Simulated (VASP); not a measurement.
Energy against volume of AgCl (rock salt). Calculation: optB86b-vdW, VASP's PBE PAW potentials (set 64) (plane waves; VASP).

| V (Å³/atom) | E (eV/atom) |
|---|---|
| 19.707 | -0.38730 |
| 20.335 | -0.39809 |
| 20.964 | -0.40152 |
| 21.593 | -0.39888 |
| 22.222 | -0.39116 |

Task: Fit a third-order Birch-Murnaghan equation of state.

Result: 
- volume per atom: 20.99 Å³/atom
- bulk modulus: 51.3 GPa
- pressure derivative of the bulk modulus: 5.19
- lattice constant a: 5.517 Å

The compound is AgCl in the rock salt structure. It was relaxed first.
